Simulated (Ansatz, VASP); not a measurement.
**BiAs in two plane-wave programs**

Wanted: the spread between two codes on one cell, functional and k mesh. The cell is taken from a series of runs on this material, whose earlier steps may have relaxed, scaled, displaced or heated it; both programs get it as it stands.

Main program and level: Ansatz 0.2.0; plane waves, with VASP 6.6.1 beside it; relaxation of cell and atoms at revPBE.

The structure was built from a prototype and need not be the compound's stable phase.

### 1. The starting structure

It takes space group R-3m (No. 166, trigonal). The conventional cell has a = 4.152 Å, b = 4.152 Å, c = 11.177 Å, α = 90.00°, β = 90.00°, γ = 120.00°. Nearest to Bi lie 6 As at 3.04 Å. Nearest to As lie 6 Bi at 3.04 Å. As first built, before any earlier steps moved the atoms (in the runner's words): all Sb replaced by Bi in the R-3m structure of SbAs. Farther neighbours are not listed.

### 2. Ansatz: relaxation of cell and atoms, revPBE

Ansatz runs on its default PAW (the set named soft_2) files.

The relaxed volume is the usual yardstick between codes: in a stiff, nearly cubic crystal its relative difference is about their pressure difference at one cell divided by the bulk modulus.

input.yaml reads:

```yaml
crystal:
  lattice:
    - [2.07594099, 1.19854509, 3.7257438]
    - [-2.07594099, 1.19854509, 3.7257438]
    - [0.0, -2.39709018, 3.7257438]
  atoms:
    - { symbol: Bi, position: [0.5, 0.5, 0.5] }
    - { symbol: As, position: [0.0, 0.0, 0.0] }
kpoints:
  mp_grid: { grid: [7, 7, 7] }
scf:
  occupations: { method: fermi_dirac, width: 0.05 }
hamiltonian:
  xc: revpbe
output:
  forces: true
  stress: true
relax:
  f_tol: 0.02
  max_steps: 50
  cell: {}
```

The run is started by

```console
ansatz run input.yaml --threads 1 --pin off --max-ram 4096MiB --backend cpu --events-out ev --progress --plain --runs-dir out
```

Numbers of over 12 decimals in the logs are rounded to 6 here.

What it wrote:

```text
Engine: ansatz 0.2.0, aarch64-unknown-linux-gnu
Pseudopotentials: kind: paw
Pseudopotential: Bi, paw, valence charge 15, recommended cutoff 420 eV (normal), Bi.paw.azcp
Pseudopotential: As, paw, valence charge 15, recommended cutoff 420 eV (normal), As.paw.azcp
Functional definition: revPBE
  parameter kappa = 1.245
  parameter beta = 0.066725
  exchange = pbe_x(kappa = kappa, mu = beta*pi^2/3)
  correlation = pbe_c(beta = beta)
Crystal: 2 atoms, lattice volume = 55.620 Å³
Basis set: ecut = 420 eV, 1087 PW (Γ), exchange–correlation on 60×60×60 points (8 copies of the dense FFT grid, shifted against one another)
Bands: 19, of which v1, the nominal top of the filled ones, is band 15 counted from 1 (14 counted from 0)
Symmetry: 12 space group operations
Space group: R-3m (ITA 166), of the structure as read, at distance tolerance 3.8e-5 Å
k-points: 44 of 343
Non-local potential: Bi, projectors of the file, l = 0: 2, l = 1: 2, l = 2: 2, l = 3: 2
Non-local potential: As, projectors of the file, l = 0: 2, l = 1: 2, l = 2: 3, l = 3: 1
PAW form: soft (Blöchl's): semilocal exchange-correlation on the pseudo side does not see the compensation charge
PAW frozen core: Bi, regenerated for the run's functional, and the local potential with it (the file was generated under x = pbe(κ = 0.804, μ = 0.219515), c = pbe(β = 0.066725))
PAW frozen core: As, regenerated for the run's functional, and the local potential with it (the file was generated under x = pbe(κ = 0.804, μ = 0.219515), c = pbe(β = 0.066725))
PAW one-centre angular grid: Bi, 590 points (default); XC on 64 Gauss nodes
PAW one-centre angular grid: As, 590 points (default); XC on 64 Gauss nodes
Initial density: superposition of atomic densities (neutral atoms: chi_scale 0, normalization atom), corrected by the library's trained network
Initial wavefunctions: pseudopotential atomic-orbital guess
Functional: x = revpbe(κ = 1.245, μ = 0.219515), c = pbe(β = 0.066725)
SCF iter   1: F=—  HF=-17267.857148 eV  |F-HF|=—  |Δ(HF+E_count)|=         —  Δρ=1.84e-3  dr2=1.76e-3  ethr=1.77e-3  ⟨swp⟩=6.2  Hψ=4026  notcnv=0
preconditioner: auto → Kerker (q_TF=auto, 2.462 Å⁻¹)  [metal: Δε(μ)=0.086 eV  Ē_g=9.256 eV  σ=0.050 eV  W_gap=0.40  n_scr=14 (ndim 8)  ℏωp=15.7 eV  f_vac=0.000  D(μ)=0.72/eV (n_scr^D=0)]
SCF iter   2: F=—  HF=-17267.855911 eV  |F-HF|=—  |Δ(HF+E_count)|=   1.24e-3  Δρ=7.96e-4  dr2=3.49e-4  ethr=5.86e-6  ⟨swp⟩=2.0  Hψ=1797  notcnv=0
SCF iter   3: F=—  HF=-17267.855915 eV  |F-HF|=—  |Δ(HF+E_count)|=   4.08e-6  Δρ=3.70e-4  dr2=8.75e-5  ethr=1.16e-6  ⟨swp⟩=2.0  Hψ=1056  notcnv=0
SCF iter   4: F=—  HF=-17267.855926 eV  |F-HF|=—  |Δ(HF+E_count)|=   1.16e-5  Δρ=8.78e-5  dr2=3.54e-6  ethr=2.92e-7  ⟨swp⟩=2.0  Hψ=1003  notcnv=0
SCF iter   5: F=—  HF=-17267.855931 eV  |F-HF|=—  |Δ(HF+E_count)|=   4.29e-6  Δρ=4.17e-5  dr2=1.00e-6  ethr=1.18e-8  ⟨swp⟩=2.2  Hψ=1103  notcnv=0
SCF iter   6: F=-17267.855932 eV  HF=-17267.855932 eV  |F-HF|=7.74e-8  |Δ(HF+E_count)|=   1.54e-6  Δρ=1.19e-5  dr2=9.26e-8  ethr=3.33e-10  ⟨swp⟩=3.9  Hψ=3469  notcnv=0
SCF 1 converged in 6 iterations: F = -17267.855932 eV  dr2 = 9.26e-8
  greatest PAW one-centre occupation: 0.999 electrons in one spin orbital (limit 2), on the As atom at site 1 (counted from 0), in its partial waves of l = 2
relax step   1: F+E_penalty+E_count = -17267.85593240 eV  Δ(F+E_penalty+E_count) = +0.000e0 eV  max|allowed force component| = 8.625e-29 eV/Å  Δτ_max = 0.0000 Å  P = +0.007 GPa  Ω = 55.620 Å³  (6 SCF iters, dr2 threshold 1.00e-7 eV, accepted)
[...]
relax step   2: F+E_penalty+E_count = -17267.90775955 eV  Δ(F+E_penalty+E_count) = -5.183e-2 eV  max|allowed force component| = 1.709e-29 eV/Å  Δτ_max = 0.0000 Å  P = -0.056 GPa  Ω = 55.840 Å³  energy of the carried Pulay correction = -3.590e-5 eV  (6 SCF iters, dr2 threshold 2.00e-7 eV, accepted)
[...]
relax step   3: F+E_penalty+E_count = -17267.90916957 eV  Δ(F+E_penalty+E_count) = -1.410e-3 eV  max|allowed force component| = 3.340e-29 eV/Å  Δτ_max = 0.0000 Å  P = +0.093 GPa  Ω = 55.703 Å³  energy of the carried Pulay correction = -1.052e-5 eV  (6 SCF iters, dr2 threshold 2.00e-7 eV, accepted)
[...]
relax step   4: F+E_penalty+E_count = -17267.90987866 eV  Δ(F+E_penalty+E_count) = -7.091e-4 eV  max|allowed force component| = 8.283e-30 eV/Å  Δτ_max = 0.0000 Å  P = -0.003 GPa  Ω = 55.792 Å³  energy of the carried Pulay correction = -2.667e-5 eV  (6 SCF iters, dr2 threshold 2.00e-7 eV, accepted)
[...]
relax step   5: F+E_penalty+E_count = -17267.90995803 eV  Δ(F+E_penalty+E_count) = -7.937e-5 eV  max|allowed force component| = 3.287e-31 eV/Å  Δτ_max = 0.0000 Å  P = -0.004 GPa  Ω = 55.792 Å³  stress off target by 2.50e-2 GPa  SCF on the basis re-selected at this cell (its energy is not comparable with the rows above)  (6 SCF iters)
basis re-selected at this cell: Δ(F+E_penalty+E_count) = -7.937e-5 eV, ΔP = -0.001 GPa vs the last step (what re-selecting the basis moved, of the pressure what is left beyond the Pulay correction that the steps carried, after the strain that the cell walked since its last selection, with what the two solves' SCF thresholds leave and, on support functions, any second-order correction that the steps lacked; it is no m [...]
SCF converged after 6 iterations
Free energy (F): -17267.909958 eV
Harris-Foulkes:  -17267.909958 eV  (|F-HF|=3.64e-12)
Internal energy: -17267.909633 eV  (E = F + TS)
E sigma→0 (E₀):  -17267.909796 eV
Entropy (-TS):   -0.000325 eV (-0.162 meV/atom)
Fermi energy:    10.246595 eV
--- Per-component energies (eV) ---
  E_band       = -333.623868
  E_kinetic    = 402.895429
  E_local      = -3219.888159  (includes V_loc(G=0)·N_el)
  E_nonlocal   = -111.123616
  E_hartree    = 1434.424052
  E_xc         = -230.354053
  E_vxc        = -222.751836  (∫ρ·V_xc dr)
  E_paw        = -12512.694590  (= ΣΔE_a)
  E_vpaw       = -51.603396  (= ΣTr[D̂ρ^β])
  E_aug_tail   = -0.000415  (compensation charges beyond the density's cutoff)
  E_ewald      = -3031.041022
  E_core_change = -0.127259  (= ΣΔE_core)
  E_smearing   = -0.000325  (= −TS)
  E_closure    = 0.000000  (closes the sum)
  Σ components = -17267.909958   (vs F -17267.909958, Δ=0.00e0)
--- Forces (eV/Å), atoms counted from 1 ---
  atom   1  Bi    -0.00000000     0.00000000     0.00000000
  atom   2  As     0.00000000     0.00000000     0.00000000
  max |Σ_I F_I| component: 6.57e-31 eV/Å
--- Stress (GPa, compression-positive) ---
       -0.018115      -0.000000       0.000000
       -0.000000      -0.018115       0.000000
        0.000000       0.000000       0.025015
  P = ⅓ Tr σ = -0.0037 GPa (-0.037 kbar)
--- Relaxed structure (4 steps of the walk, 4 accepted, 1 SCFs on fresh bases) ---
  F+E_penalty+E_count = -17267.90995803 eV   max|allowed force component| = 3.287e-31 eV/Å   (the final SCF, on the basis selected at the relaxed cell)
  cell:  # Å, volume = 55.7920 Å³
    - [2.145051, 1.238446, 3.500308]
    - [-2.145051, 1.238446, 3.500308]
    - [0, -2.476892, 3.500308]
  atoms:
    - { symbol: Bi, position: [0.5, 0.5, 0.500000] }
    - { symbol: As, position: [0, 0, 0] }
```

Reading the cycles: dr2 is the Hartree energy of the density residual (eV), the measure of convergence; HF is the Harris–Foulkes estimate of the energy, which meets the free energy F at convergence.

### 3. VASP: relaxation of cell and atoms, revPBE

The same cell, functional, mesh and smearing now go to VASP, with its own data sets.

Lines of VASP's logs that name or quote its potential files are left out, and so is its time.

INCAR reads:

```
SYSTEM = BiAs
PREC = Accurate
ENCUT = 500
EDIFF = 1E-07
NELM = 120
ISMEAR = -1
SIGMA = 0.05
LREAL = .FALSE.
ALGO = Normal
GGA = RE
NBANDS = 16
LORBIT = 11
LWAVE = .FALSE.
LCHARG = .FALSE.
ISIF = 3
IBRION = 2
NSW = 80
EDIFFG = -0.005
LASPH = .TRUE.
GGA_COMPAT = .FALSE.
NELMIN = 4
EFERMI = MIDGAP
```

POSCAR reads:

```
BiAs
1.0
    2.0759410000      1.1985450000      3.7257440000
   -2.0759410000      1.1985450000      3.7257440000
    0.0000000000     -2.3970900000      3.7257440000
Bi As
1 1
Direct
    0.5000000000      0.5000000000      0.5000000000
    0.0000000000      0.0000000000      0.0000000000
```

KPOINTS reads:

```
Automatic mesh
0
Gamma
7 7 7
0 0 0
```

Potentials, in the order of the species: Bi_d and As (PBE family, release 64).

The run is started by

```console
mpirun -np 1 vasp_std
```

What it wrote:

```text
[banner, memory and clock lines left out]
running    1 mpi-ranks, on    1 nodes
 distrk:  each k-point on    1 cores,    1 groups
 distr:  one band on    1 cores,    1 groups

 POSCAR found type information on POSCAR BiAs
 POSCAR found :  2 types and       2 ions
|                                                                             |
|               ----> ADVICE to this user running VASP <----                  |
|                                                                             |
|     You enforced a specific xc type in the INCAR file but a different       |
|     [... a line on the potential file left out ...]
|     I HOPE YOU KNOW WHAT YOU ARE DOING!                                     |
|                                                                             |

 LDA part: xc-table for (Slater+PW92), standard interpolation
 POSCAR, INCAR and KPOINTS ok, starting setup
 FFT: planning ... GRIDC
 FFT: planning ... GRID_SOFT
 FFT: planning ... GRID
 WAVECAR not read
 entering main loop
       N       E                     dE             d eps       ncg     rms          rms(c)
DAV:   1     0.141694260632E+03    0.14169E+03   -0.10440E+04  1408   0.132E+03
DAV:   2     0.146197071429E+01   -0.14023E+03   -0.13798E+03  1472   0.338E+02
DAV:   3    -0.780350212202E+01   -0.92655E+01   -0.91415E+01  1800   0.857E+01
DAV:   4    -0.801531494621E+01   -0.21181E+00   -0.21177E+00  1816   0.148E+01
DAV:   5    -0.802209462505E+01   -0.67797E-02   -0.67796E-02  1976   0.229E+00    0.232E+00
DAV:   6    -0.783581940573E+01    0.18628E+00   -0.74809E-01  2064   0.472E+00    0.114E+00
DAV:   7    -0.784260862562E+01   -0.67892E-02   -0.60602E-02  1744   0.124E+00    0.593E-01
DAV:   8    -0.784505052800E+01   -0.24419E-02   -0.72436E-03  1744   0.732E-01    0.869E-02
DAV:   9    -0.784488748767E+01    0.16304E-03   -0.21943E-03  1984   0.305E-01    0.567E-02
DAV:  10    -0.784490864316E+01   -0.21155E-04   -0.18859E-04  1744   0.893E-02    0.207E-02
DAV:  11    -0.784491583124E+01   -0.71881E-05   -0.33784E-05  1920   0.503E-02    0.882E-03
DAV:  12    -0.784491527271E+01    0.55853E-06   -0.37099E-06  1776   0.141E-02    0.107E-03
DAV:  13    -0.784491526138E+01    0.11326E-07   -0.89726E-08  1416   0.268E-03
   1 F= -.78449153E+01 E0= -.78419580E+01  d E =-.784492E+01
[... from here on, the cycles between the ionic steps are left out ...]
   2 F= -.78748535E+01 E0= -.78730960E+01  d E =-.299382E-01
   3 F= -.78978512E+01 E0= -.78976664E+01  d E =-.529360E-01
   4 F= -.78986689E+01 E0= -.78985068E+01  d E =-.537536E-01
   5 F= -.78986545E+01 E0= -.78984924E+01  d E =-.537392E-01
   6 F= -.78985957E+01 E0= -.78984258E+01  d E =0.587370E-04
   7 F= -.78989951E+01 E0= -.78988297E+01  d E =-.340617E-03
   8 F= -.78989951E+01 E0= -.78988296E+01  d E =-.340626E-03
   9 F= -.78988912E+01 E0= -.78987237E+01  d E =-.236753E-03
  10 F= -.78989945E+01 E0= -.78988290E+01  d E =-.340065E-03
 curvature:  -0.00 expect dE=-0.215E-08 dE for cont linesearch -0.108E-09
 ZBRENT: accuracy reached
 trial: gam= 0.01518 g(F)=  0.327E-58 g(S)=  0.202E-04 ort =-0.336E-04 (trialstep = 0.121E+01)
 search vector abs. value=  0.194E-04
 bond charge predicted
       N       E                     dE             d eps       ncg     rms          rms(c)
DAV:   1    -0.789906867714E+01   -0.74133E-04   -0.30019E-03  1576   0.423E-01    0.404E-02
DAV:   2    -0.789903330254E+01    0.35375E-04   -0.10069E-04  1864   0.129E-01    0.256E-02
DAV:   3    -0.789901092503E+01    0.22378E-04   -0.43010E-05  1896   0.113E-01    0.245E-03
DAV:   4    -0.789901108278E+01   -0.15776E-06   -0.66924E-06  1688   0.284E-02    0.146E-03
DAV:   5    -0.789901097746E+01    0.10532E-06   -0.30539E-07  1496   0.102E-02    0.247E-04
DAV:   6    -0.789901100984E+01   -0.32377E-07   -0.37962E-08   888   0.187E-03
  11 F= -.78990110E+01 E0= -.78988460E+01  d E =-.164683E-04
 trial-energy change:   -0.000016  1 .order   -0.000017   -0.000024   -0.000010
 step:   2.0264(harm=  2.0264)  dis= 0.00000  next Energy=    -7.899014 (dE=-0.199E-04)
 reached required accuracy - stopping structural energy minimisation
```

Parts of OUTCAR (step 3):

```text
ion  position               nearest neighbor table
   1  0.500  0.500  0.500-   2 3.04   2 3.04   2 3.04   2 3.04   2 3.04   2 3.04
   2  0.000  0.000  0.000-   1 3.04   1 3.04   1 3.04   1 3.04   1 3.04   1 3.04

  LATTYP: Found a trigonal (rhomboedric) cell.
 ALAT       =     4.4302606589
 COS(alpha) =     0.5608615647

 Subroutine GETGRP returns: Found 12 space group operations
 (whereof 12 operations were pure point group operations)

The static configuration has the point symmetry D_3d.

 Found     44 irreducible k-points:

   k-points           NKPTS =     44   k-points in BZ     NKDIM =     44   number of bands    NBANDS=     16

   dimension x,y,z NGX =    32 NGY =   32 NGZ =   32
   dimension x,y,z NGXF=    64 NGYF=   64 NGZF=   64

   ENCUT  =  500.0 eV  36.75 Ry    6.06 a.u.   8.08  8.08  8.08*2*pi/ulx,y,z

   NELECT =      20.0000    total number of electrons

 k-points in reciprocal lattice and weights: Automatic mesh
   0.00000000  0.00000000  0.00000000       0.003
   0.14285714  0.00000000  0.00000000       0.017
   0.28571429  0.00000000  0.00000000       0.017
   0.42857143  0.00000000  0.00000000       0.017
   0.14285714  0.14285714  0.00000000       0.017
   0.28571429  0.14285714  0.00000000       0.035
   0.42857143  0.14285714 -0.00000000       0.035
  -0.42857143  0.14285714 -0.00000000       0.035
  -0.28571429  0.14285714  0.00000000       0.035
[...]
0.42857143  0.42857143  0.42857143       0.006
  -0.42857143  0.42857143  0.42857143       0.017

 average (electrostatic) potential at core
       1-105.2687       2 -48.5904

 E-fermi :   6.0592

 k-point     1 :       0.0000    0.0000    0.0000
  band No.  band energies     occupation
    ...
      6      -7.4356      2.00000
      7      -0.5515      2.00000
      8       4.5315      2.00000
      9       4.5315      2.00000
     10       4.5406      2.00000
     11       9.6649      0.00000
     12       9.6685      0.00000
     13       9.6685      0.00000
     14      11.8469      0.00000
     15      11.8469      0.00000
    ...

 k-point     2 :       0.1429    0.0000    0.0000
  band No.  band energies     occupation
    ...
      6      -7.2160      2.00000
      7      -1.1757      2.00000
      8       4.5957      2.00000
      9       4.6032      2.00000
     10       4.7879      2.00000
     11       8.7146      0.00000
     12       8.8480      0.00000
     13       8.8496      0.00000
     14      11.6415      0.00000
     15      12.2753      0.00000
    ...

 k-point     3 :       0.2857    0.0000    0.0000
  band No.  band energies     occupation
    ...
      6      -6.5676      2.00000
      7      -2.5654      2.00000
      8       4.8272      2.00000
      9       4.8332      2.00000
     10       5.2055      2.00000
     11       7.3428      0.00000
     12       7.4928      0.00000
     13       7.4932      0.00000
     14      12.2840      0.00000
     15      13.4552      0.00000
    ...

  Total       -0.0077681     -0.0077681      0.0068499      0.0000000      0.0000000      0.0000000
  in kB       -0.2230030     -0.2230030      0.1966431      0.0000000      0.0000000      0.0000000
  external PRESSURE =      -0.0831209 kB  Pullay stress =       0.0000000 kB

  energy-cutoff  :      500.00
  volume of cell :       55.81
      direct lattice vectors                 reciprocal lattice vectors
     2.145361975  1.238625209  3.500446874     0.233060903  0.134557787  0.095225937
    -2.145361975  1.238625209  3.500446874    -0.233060903  0.134557787  0.095225937
     0.000000000 -2.477250418  3.500446874     0.000000000 -0.269115573  0.095225937

 POSITION                                       TOTAL-FORCE (eV/Angst)
 -----------------------------------------------------------------------------------
      0.00000      0.00000      5.25067         0.000000      0.000000      0.000000
      2.14536      1.23863      3.50045        -0.000000     -0.000000     -0.000000
 -----------------------------------------------------------------------------------
    total drift:                               -0.000000      0.000000     -0.000000

  FREE ENERGIE OF THE ION-ELECTRON SYSTEM (eV)
  ---------------------------------------------------
  free  energy   TOTEN  =        -7.8990110098 eV

  energy  without entropy=       -7.8986810061  energy(sigma->0) =       -7.89884601

 reached required accuracy - stopping structural energy minimisation

 total charge
# of ion       s       p       d       tot
------------------------------------------
    1        1.574   1.158   9.941  12.673
    2        1.277   1.395   0.022   2.693
--------------------------------------------------
tot          2.851   2.552   9.963  15.366

[... 3 further parts left out ...]
```

CONTCAR:

```
BiAs
   1.00000000000000
     2.1453619746156232    1.2386252088044731    3.5004468735909668
    -2.1453619746156232    1.2386252088044731    3.5004468735909668
     0.0000000000000000   -2.4772504176089463    3.5004468735909668
  Bi              As
     1     1
Direct
     0.5000000000000000    0.5000000000000000    0.5000000000000000
     1.0000000000000000    0.0000000000000000    0.0000000000000000
```

### 4. Side by side

Known differences besides the potentials themselves: the data sets hold 30 valence electrons in Ansatz (on its default PAW (the set named soft_2) files) and 20 in VASP; the cutoff is 420 eV in Ansatz and 500 eV in VASP; Ansatz makes its cores anew for this functional, VASP keeps those of its PBE data sets; Ansatz adds a Pulay correction to the stress that steers its cell, VASP none. Total energies have different zeros and are not compared.

The two programs side by side:

| quantity | Ansatz | VASP | difference |
| --- | --- | --- | --- |
| volume (Å³) | 55.79 | 55.81 | -0.03 % |
| edge a after relaxation, in the typed setting (Å) | 4.288 | 4.288 | -0.01 % |

### 5. What came out

* difference in volume (relaxation of cell and atoms, revPBE): -0.033 %

In words: The difference in volume is -0.033 % (relaxation of cell and atoms, revPBE), within the 1.2 % picked in this series as the mark of a large difference, as far as the stopping tolerances let one tell. The data sets hold unlike numbers of valence electrons (30 in Ansatz and 20 in VASP), so part of the differences comes from the potentials. How closely two codes agree says nothing of how well the functional describes the real material.

[Lines on the potential files, build, host, timing and source positions are cut from VASP's logs without a mark.]

[Logs are printed without paths, hosts, clocks, repeated set-up lines and the standing remarks that a program may print on its own settings, such as how far it seeks lower states.]

[Hosts, paths, dates, database ids (printed as entryN), source tags and the programs' standing remarks are cut or masked in the printed files.]
